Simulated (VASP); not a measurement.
The input files of a VASP run:

**INCAR**
```
! general
SYSTEM  = VN
PREC    = Accurate
ENCUT   = 600
LREAL   = F
LASPH   = T

! electronic loop
EDIFF   = 1E-7
NELM    = 100
ALGO    = Normal
LMAXMIX = 4

! smearing
ISMEAR  = 1
SIGMA   = 0.1

! functional
GGA     = PE

! ions
IBRION  = 2
NSW     = 40
ISIF    = 3
EDIFFG  = -0.01
PSTRESS = 200

! output
LWAVE   = F
LCHARG  = F
```

File POSCAR:
```
VN
1
   -0.0000000000     2.0215250093     2.0215250093
    2.0215250093     0.0000000000     2.0215250093
    2.0215250093     2.0215250093     0.0000000000
V N
1 1
Direct
  1.0000000000   0.0000000000   1.0000000000
  0.5000000000   0.5000000000   0.5000000000
```

KPOINTS:
```
Automatic mesh
0
gamma
14 14 14
```

POTCAR, in this order: V_sv N (PBE.64 set). Program: vasp_std.

Task: Translate this PBE calculation to Ansatz.

Result: One equivalent input (not run):
Ansatz 0.2 input:
```yaml
crystal:
  lattice:
    - [0.0000000, 2.0215250, 2.0215250]
    - [2.0215250, 0.0000000, 2.0215250]
    - [2.0215250, 2.0215250, 0.0000000]
  atoms:
    - { symbol: V, position: [1.0000000, 0.0000000, 1.0000000] }
    - { symbol: N, position: [0.5000000, 0.5000000, 0.5000000] }
kpoints:
  mp_grid: { grid: [14, 14, 14] }
hamiltonian:
  xc: pbe
  pseudopotentials: { kind: paw }
scf:
  occupations: { method: methfessel_paxton, width: 0.1 }
  max_iter: 100
relax:
  max_steps: 40
  f_tol: 0.01
  cell: { p_target: 20 }
output: { forces: true, stress: true, eigenvalues: true }
```
Limits of the translation: each code has its own PAW files, so the cut-off isn't converted (ENCUT is set for VASP's; basis.ecutwfc is left out, and Ansatz then takes the one that its files recommend); Ansatz stops its SCF on the density residual and VASP on the energy change (EDIFF).

The compound is VN in the rock salt structure, which distorts at low temperature. It was relaxed first under an external pressure of 20 GPa.
